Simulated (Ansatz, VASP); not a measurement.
# Cross-check of S17Br15 between VASP and Ansatz, part 2 of 2

Aim: how closely do two programs agree when they are given the same cell, functional and k mesh?  The structure shown is the end of the VASP relaxation below.

VASP 6.6.1 and Ansatz 0.2.0.

So far: The structure; VASP: relaxation, PBEsol.

## 3. Ansatz: single point, PBEsol

Level of this step: Ansatz beside VASP: Kohn-Sham DFT, plane waves, PBEsol (Ansatz).

Ansatz runs on its default PAW (the set named soft_2) files.

The same cell, functional, mesh and smearing now go to Ansatz, which takes its cutoff from its data sets.

input.yaml reads:

```yaml
crystal:
  lattice:
    - [13.79533043, 0.0, 0.0]
    - [0.0, 6.55884551, 4.96474454]
    - [0.0, -6.55884551, 4.96474454]
  atoms:
    - { symbol: S, position: [0.67048221, 0.28629922, 0.30456789], spin: 0.6 }
    - { symbol: S, position: [0.55097367, 0.32119848, 0.43812879], spin: 0.6 }
    - { symbol: S, position: [0.54863827, 0.34945981, 0.96900879] }
    - { symbol: S, position: [0.54555654, 0.84619856, 0.45786084] }
    - { symbol: S, position: [0.54988995, 0.84859625, 0.95994694] }
    - { symbol: S, position: [0.45161303, 0.454905, 0.33562023] }
    - { symbol: S, position: [0.45789739, 0.46164816, 0.85698817] }
    - { symbol: S, position: [0.45195996, 0.95345367, 0.34551044] }
    - { symbol: S, position: [0.45853788, 0.96208518, 0.84979636] }
    - { symbol: S, position: [0.95258304, 0.09495354, 0.20660258] }
    - { symbol: S, position: [0.95372755, 0.09726753, 0.70702158] }
    - { symbol: S, position: [0.95239441, 0.59390385, 0.20778801] }
    - { symbol: S, position: [0.94852433, 0.58981052, 0.70068134] }
    - { symbol: S, position: [0.04377256, 0.20912661, 0.0972953] }
    - { symbol: S, position: [0.04500083, 0.20838462, 0.59448598] }
    - { symbol: S, position: [0.04333767, 0.70518742, 0.09513997] }
    - { symbol: S, position: [0.04119872, 0.70250753, 0.5931329] }
    - { symbol: Br, position: [0.66820905, 0.21859742, 0.7846524] }
    - { symbol: Br, position: [0.668177, 0.72529048, 0.27874378] }
    - { symbol: Br, position: [0.66711373, 0.7121672, 0.77550247] }
    - { symbol: Br, position: [0.33424944, 0.27596752, 0.21235602] }
    - { symbol: Br, position: [0.33875342, 0.28146545, 0.72016183] }
    - { symbol: Br, position: [0.33301502, 0.77002879, 0.21521133] }
    - { symbol: Br, position: [0.33750006, 0.78338308, 0.72240868] }
    - { symbol: Br, position: [0.83316794, 0.45946295, 0.02667432] }
    - { symbol: Br, position: [0.82351634, 0.45387791, 0.51830866], spin: 0.6 }
    - { symbol: Br, position: [0.83594232, 0.95835533, 0.02298532], spin: 0.6 }
    - { symbol: Br, position: [0.83453739, 0.96304988, 0.52624768] }
    - { symbol: Br, position: [0.16597843, 0.02779008, 0.46705378] }
    - { symbol: Br, position: [0.16827262, 0.03308649, 0.97235532] }
    - { symbol: Br, position: [0.16473704, 0.52756064, 0.46759437] }
    - { symbol: Br, position: [0.16493351, 0.52665099, 0.96647708] }
hamiltonian:
  xc: pbesol
  pseudopotentials: { kind: paw }
magnetization:
  spin_polarized: true
kpoints:
  mp_grid: { grid: [1, 2, 2] }
scf:
  occupations: { method: gaussian, width: 0.05 }
  n_extra_bands: 15
output:
  forces: true
  eigenvalues: true
  write_density: true
  write_potential: true
  elf: true
  volumetric_format: npy
```

The run is started by

```
$ ansatz run input.yaml --threads 8 --pin off --max-ram 18432MiB --backend cpu --events-out ev --progress --plain --runs-dir out
```

Numbers of over 12 decimals in the logs are rounded to 6 here.

The log of the run:

```text
Warning: the band count 119 (scf.n_extra_bands) hosts the net moment |M| = 2.4000 μB (N_el = 207) but caps the reachable moment at 2·n_bands − N_el = 31.0000 μB, below the 137 bands that the automatic rule leaves for it — a moment growing past the seed, or the majority channel's smearing tail, pins there with fewer empty majority states than that count leaves; raise or omit scf.n_extra_bands unless the cap is intended
scf.n_extra_bands = 15 over 104 filled bands (N_el = 207.0): the run solves 119 bands
Engine: ansatz 0.2.0, aarch64-unknown-linux-gnu
Pseudopotentials: kind: paw
Pseudopotential: S, paw, valence charge 6, recommended cutoff 420 eV (normal), S.paw.azcp
Pseudopotential: Br, paw, valence charge 7, recommended cutoff 420 eV (normal), Br.paw.azcp
Functional definition: PBEsol
  exchange = pbesol_x
  correlation = pbesol_c
Crystal: 32 atoms, lattice volume = 898.434 Å³
Basis set: ecut = 420 eV, 17539 PW (Γ), exchange–correlation on 192×120×120 points (8 copies of the dense FFT grid, shifted against one another)
Bands: 119, of which v1, the nominal top of the filled ones, is band 104 counted from 1 (103 counted from 0)
Symmetry: 1 space group operations
Space group: P1 (ITA 1), of the structure as read, at distance tolerance 9.6e-5 Å
Magnetic group: BNS 1.1 (UNI 1), of the structure as read, at distance tolerance 9.6e-5 Å
k-points: 4
Non-local potential: S, projectors of the file, l = 0: 2, l = 1: 2, l = 2: 2
Non-local potential: Br, projectors of the file, l = 0: 2, l = 1: 2, l = 2: 2
PAW form: soft (Blöchl's): semilocal exchange-correlation on the pseudo side does not see the compensation charge
PAW frozen core: S, regenerated for the run's functional, and the local potential with it (the file was generated under x = pbe(κ = 0.804, μ = 0.219515), c = pbe(β = 0.066725))
PAW frozen core: Br, regenerated for the run's functional, and the local potential with it (the file was generated under x = pbe(κ = 0.804, μ = 0.219515), c = pbe(β = 0.066725))
PAW one-centre angular grid: S, 110 points (default); XC on 64 Gauss nodes
PAW one-centre angular grid: Br, 110 points (default); XC on 64 Gauss nodes
Starting moments: Σ|m| = 2.4 μB on 4 of 32 sites
Initial wavefunctions: pseudopotential atomic-orbital guess
Functional: x = pbesol(κ = 0.804, μ = 0.123457), c = pbesol(β = 0.046)
SCF iter   1: F=—  HF=-56091.976519 eV  |F-HF|=—  |Δ(HF+E_count)|=         —  Δρ=1.72e-2 (↑1.67e-2 ↓1.72e-2)  dr2=6.60e0  dr2_m=1.79e-1  M=1.000 μB ∫|m|=1.139 μB  β_m=0.30  ethr=3.10e-3  ⟨swp⟩=6.1  Hψ=3872  notcnv=0
preconditioner: auto → Resta (q_TF=auto, 2.136 Å⁻¹)  ε∞=5.5  [insulator: Δε(μ)=0.271 eV  Ē_g=8.378 eV  σ=0.050 eV  W_gap=1.00  n_scr=154 (ndim 8)  ℏωp=17.8 eV  f_vac=0.001  D(μ)=0.00/eV (n_scr^D=0)  ε∞_Penn≈5.5]
spin=Collinear: Resta preconditioning applied to the charge; magnetization (m = ρ↑ − ρ↓) channel mixes plain (no charge-response kernel on spin).
SCF iter   2: F=—  HF=-56091.009291 eV  |F-HF|=—  |Δ(HF+E_count)|=   9.67e-1  Δρ=1.22e-2 (↑1.20e-2 ↓1.22e-2)  dr2=3.11e0  dr2_m=9.69e-2  M=1.000 μB ∫|m|=1.118 μB  β_m=0.30  ethr=3.10e-3  ⟨swp⟩=1.0  Hψ=1120  notcnv=0
SCF iter   3: F=—  HF=-56090.208019 eV  |F-HF|=—  |Δ(HF+E_count)|=   8.01e-1  Δρ=3.52e-3 (↑3.52e-3 ↓3.44e-3)  dr2=2.24e-1  dr2_m=5.48e-2  M=1.000 μB ∫|m|=1.104 μB  β_m=0.30  ethr=1.50e-3  ⟨swp⟩=2.9  Hψ=1566  notcnv=0
SCF iter   4: F=—  HF=-56090.210358 eV  |F-HF|=—  |Δ(HF+E_count)|=   2.34e-3  Δρ=2.14e-3 (↑2.08e-3 ↓2.14e-3)  dr2=3.93e-2  dr2_m=2.96e-2  M=1.000 μB ∫|m|=1.095 μB  β_m=0.30  ethr=1.08e-4  ⟨swp⟩=2.0  Hψ=1815  notcnv=0  defer=62
SCF iter   5: F=—  HF=-56090.227014 eV  |F-HF|=—  |Δ(HF+E_count)|=   1.67e-2  Δρ=1.57e-3 (↑1.57e-3 ↓1.53e-3)  dr2=1.19e-2  dr2_m=1.68e-2  M=1.000 μB ∫|m|=1.090 μB  β_m=0.30  ethr=1.90e-5  ⟨swp⟩=2.0  Hψ=1650  notcnv=0  defer=62
SCF iter   6: F=—  HF=-56090.238948 eV  |F-HF|=—  |Δ(HF+E_count)|=   1.19e-2  Δρ=1.09e-3 (↑1.09e-3 ↓1.09e-3)  dr2=1.77e-3  dr2_m=9.44e-3  M=1.000 μB ∫|m|=1.088 μB  β_m=0.30  ethr=5.73e-6  ⟨swp⟩=2.0  Hψ=1549  notcnv=0  defer=62
SCF iter   7: F=—  HF=-56090.244926 eV  |F-HF|=—  |Δ(HF+E_count)|=   5.98e-3  Δρ=8.18e-4 (↑8.09e-4 ↓8.18e-4)  dr2=4.18e-4  dr2_m=5.38e-3  M=1.000 μB ∫|m|=1.090 μB  β_m=0.30  ethr=8.57e-7  ⟨swp⟩=2.0  Hψ=1671  notcnv=0  defer=62
Mixer restart at iter 7: flushing history
spin-set hold released at iteration 7 (site moments contracting): the magnetisation degrees of freedom join the quasi-Newton model from the next iteration; the mixer history was flushed
SCF iter   8: F=—  HF=-56090.247991 eV  |F-HF|=—  |Δ(HF+E_count)|=   3.06e-3  Δρ=6.23e-4 (↑6.09e-4 ↓6.23e-4)  dr2=2.60e-4  dr2_m=3.08e-3  M=1.000 μB ∫|m|=1.092 μB  β_m=0.65  ethr=2.02e-7  ⟨swp⟩=2.0  Hψ=1684  notcnv=0  defer=62
SCF iter   9: F=—  HF=-56090.252273 eV  |F-HF|=—  |Δ(HF+E_count)|=   4.28e-3  Δρ=5.28e-5 (↑4.80e-5 ↓5.28e-5)  dr2=3.81e-5  dr2_m=1.70e-5  M=1.000 μB ∫|m|=1.108 μB  β_m=0.79  ethr=1.26e-7  ⟨swp⟩=3.0  Hψ=2404  notcnv=0  defer=62
SCF iter  10: F=—  HF=-56090.252894 eV  |F-HF|=—  |Δ(HF+E_count)|=   6.21e-4  Δρ=2.26e-5 (↑1.94e-5 ↓2.26e-5)  dr2=3.18e-5  dr2_m=2.27e-6  M=1.000 μB ∫|m|=1.109 μB  β_m=0.83  ethr=1.84e-8  ⟨swp⟩=2.0  Hψ=1743  notcnv=0  defer=62
SCF iter  11: F=—  HF=-56090.252897 eV  |F-HF|=—  |Δ(HF+E_count)|=   3.00e-6  Δρ=6.07e-6 (↑5.04e-6 ↓6.07e-6)  dr2=2.96e-6  dr2_m=8.01e-8  M=1.000 μB ∫|m|=1.110 μB  β_m=0.90  ethr=1.54e-8  ⟨swp⟩=2.0  Hψ=1480  notcnv=0  defer=62
SCF iter  12: F=—  HF=-56090.252897 eV  |F-HF|=—  |Δ(HF+E_count)|=   6.20e-7  Δρ=3.52e-6 (↑2.48e-6 ↓3.52e-6)  dr2=5.99e-7  dr2_m=1.37e-8  M=1.000 μB ∫|m|=1.110 μB  β_m=0.88  ethr=1.43e-9  ⟨swp⟩=2.0  Hψ=1528  notcnv=0  defer=62
SCF iter  13: F=—  HF=-56090.252897 eV  |F-HF|=—  |Δ(HF+E_count)|=   5.39e-8  Δρ=1.03e-6 (↑1.02e-6 ↓1.03e-6)  dr2=8.17e-8  dr2_m=2.56e-9  M=1.000 μB ∫|m|=1.110 μB  β_m=0.94  ethr=4.83e-11  ⟨swp⟩=13.0  Hψ=8516  notcnv=0
SCF iter  14: F=-56090.252897 eV  HF=-56090.252897 eV  |F-HF|=5.12e-9  |Δ(HF+E_count)|=   4.01e-8  Δρ=4.15e-7 (↑4.15e-7 ↓4.00e-7)  dr2=1.38e-8  dr2_m=2.18e-10  M=1.000 μB ∫|m|=1.110 μB  ethr=3.95e-11  ⟨swp⟩=8.0  Hψ=6469  notcnv=0
SCF 1 converged in 14 iterations: F = -56090.252897 eV  dr2 = 1.38e-8
  greatest PAW one-centre occupation: 0.926 electrons in one spin orbital (limit 2), on the Br atom at site 25 (counted from 0), in its partial waves of l = 0
SCF converged after 14 iterations
Magnetization: 1.0000 μB (104.0000 up, 103.0000 down)
Absolute magnetization: 1.1058 μB (∫|ρ↑−ρ↓|, with the PAW one-centre terms)
Spin contamination: 0.0032 ħ² per cell (⟨S²⟩ above its minimum at these occupations)
Per-site moments (μB) at R_I (Å): [(0.209354, 0.807945), (0.102099, 0.807945), (0.000918388, 0.796619), (0.00207558, 0.797999), (0.00118654, 0.797738), (0.022301, 0.855693), (0.00183466, 0.796619), (0.00182875, 0.797999), (0.000928775, 0.797738), (4.119594086552016e-5, 0.796842), (0.000282433, 0.797449), (0.000725685, 0.796801), (0.021254, 0.795803), (0.000419066, 0.796842), (0.000389788, 0.797449), (0.00263601, 0.79 [...]
Free energy (F): -56090.252897 eV
Harris-Foulkes:  -56090.252897 eV  (|F-HF|=5.12e-9)
Internal energy: -56090.252897 eV  (E = F + TS)
E sigma→0 (E₀):  -56090.252897 eV
Fermi energy:    3.080168 eV
--- Per-component energies (eV) ---
  E_band       = -684.339758
  E_kinetic    = 3771.254255
  E_local      = -6260.560792  (includes V_loc(G=0)·N_el)
  E_nonlocal   = 1558.295094
  E_hartree    = 1754.800619
  E_xc         = -5522.416015
  E_vxc        = -2998.094019  (∫ρ·V_xc dr)
  E_paw        = -42977.188352  (= ΣΔE_a)
  E_vpaw       = -264.835796  (= ΣTr[D̂ρ^β])
  E_aug_tail   = 0.000026  (compensation charges beyond the density's cutoff)
  E_ewald      = -8416.874927
  E_core_change = 2.437193  (= ΣΔE_core)
  E_smearing   = -0.000000  (= −TS)
  E_closure    = 0.000000  (closes the sum)
  Σ components = -56090.252897   (vs F -56090.252897, Δ=0.00e0)
--- Forces (eV/Å), atoms counted from 1 ---
  atom   1  S      0.11190282     0.01045140    -0.04806796
  atom   2  S     -0.08038758    -0.05885058     0.02565174
  atom   3  S      0.09334299    -0.09557652    -0.01219232
  atom   4  S      0.09657594    -0.08207380    -0.00280923
  atom   5  S      0.09090855    -0.09780283    -0.00232338
  atom   6  S     -0.03682795     0.03532508     0.02577662
  atom   7  S     -0.08546517     0.09407540    -0.01832951
  atom   8  S     -0.10098977     0.08943177    -0.00527787
  atom   9  S     -0.09766152     0.09919368    -0.01098636
  atom  10  S     -0.08917410    -0.09689778    -0.01538997
  atom  11  S     -0.09135804    -0.09393689    -0.00587642
  atom  12  S     -0.08965504    -0.09709988    -0.01721776
  atom  13  S     -0.09324889    -0.10039455    -0.00661392
  atom  14  S      0.09858111     0.09697611    -0.00710765
  atom  15  S      0.09075448     0.09665391    -0.00743333
  atom  16  S      0.09503176     0.09698874    -0.00697287
  atom  17  S      0.09241533     0.10399626    -0.01453843
  atom  18  Br    -0.01367280     0.00194766     0.00700613
  atom  19  Br    -0.00404044     0.00130057     0.00925177
  atom  20  Br    -0.01721498     0.00323085     0.00443897
  atom  21  Br     0.00052930    -0.01100924     0.00532676
  atom  22  Br     0.01035637     0.00328934     0.01010371
  atom  23  Br    -0.00001645     0.00676856     0.00286555
  atom  24  Br     0.00591382    -0.00218789     0.01078178
  atom  25  Br    -0.00104792    -0.00298489     0.01658917
  atom  26  Br     0.02447166     0.01636693     0.00252179
  atom  27  Br     0.01077983     0.00357405     0.01437481
  atom  28  Br     0.01407900     0.00366206     0.00403321
  atom  29  Br    -0.01351688    -0.00314414     0.01089098
  atom  30  Br    -0.00467809    -0.00477103     0.00749257
  atom  31  Br    -0.01016892    -0.00906885     0.01282707
  atom  32  Br    -0.00652034    -0.00743152     0.01120990
  max |Σ_I F_I| component: 5.58e-6 eV/Å
--- Band table (eV; the first three rows and the last of 8) ---
  k-point 0 ↑: bands = [... 100 lower, 2.3311, 2.3825, 2.5031, 2.8059, 4.3312, 4.4008, 4.5174, 4.6410, ... 11 higher]
  k-point 1 ↑: bands = [... 100 lower, 2.3668, 2.4123, 2.4694, 2.8732, 4.4631, 4.4704, 4.5926, 4.6432, ... 11 higher]
  k-point 2 ↑: bands = [... 100 lower, 2.3594, 2.4166, 2.4493, 2.8290, 4.4452, 4.5312, 4.6255, 4.8321, ... 11 higher]
  k-point 3 ↓: bands = [... 100 lower, 2.3990, 2.4463, 2.5847, 3.3015, 4.6984, 4.7537, 4.7803, 4.8646, ... 11 higher]
```

It took 30 s on 8 threads of Arm Neoverse N1, shared host; peak memory 3.6 GiB.

Reading the cycles: dr2 is the Hartree energy of the density residual (eV), the measure of convergence; HF is the Harris–Foulkes estimate of the energy, which meets the free energy F at convergence.

## 4. Side by side

Known differences besides the PAW data sets themselves: the cutoff is 420 eV in Ansatz and 300 eV in VASP (PREC = Normal, projectors in real space); Ansatz makes its cores anew for this functional, VASP keeps those of its PBE data sets; VASP leaves aspherical gradient terms in its spheres out (LASPH is not set), Ansatz keeps them; site moments are counted in spheres of each program's own size. Total energies have different zeros and are not compared.

Both answers:

| quantity | Ansatz | VASP | difference |
| --- | --- | --- | --- |
| gap on the k mesh (eV) | 0.414 | 0.421 | -0.006 |
| total moment (μB) | 1.00 | 1.00 | 0.00 |
| moment on S1 (μB) | 0.21 | 0.29 | -0.08 |
| moment on S2 (μB) | 0.10 | 0.13 | -0.03 |

At this near-relaxed geometry the largest component of a force difference is 104 meV/Å.

## 5. Further runs

The difference is large enough to ask for its cause, so further runs change the set-up of one program at a time, as the table lists.

| run | r.m.s. force difference (meV/Å) |
| --- | --- |
| as above | 54 |
| cores kept as stored, as VASP does, whose cores stay as stored | 58 |
| norm-conserving potentials (cutoff 707 eV) | 36 |

## 6. Outcome

| Item | Value |
| --- | --- |
| r.m.s. force difference (single point, PBEsol) | 54 meV/Å |

**Reading.** The r.m.s. force difference is 54 meV/Å (single point, PBEsol), beyond the 12 meV/Å picked in this series as the mark of a large difference. For single point, PBEsol: norm-conserving potentials (cutoff 707 eV) cuts the r.m.s. force difference from 54 to 36 meV/Å; whether that points to the cause isn't shown, since only Ansatz's side was varied. 1 further run on this material is not shown. How closely two codes agree says nothing of how well the functional describes the real material.

[Lines on the potential files, build, host, timing and source positions are cut from VASP's logs without a mark.]

[Logs are printed without paths, hosts, clocks, repeated set-up lines and the standing remarks that a program may print on its own settings, such as how far it seeks lower states.]

[Hosts, paths, dates, database ids (printed as entryN), source tags and the programs' standing remarks are cut or masked in the printed files.]
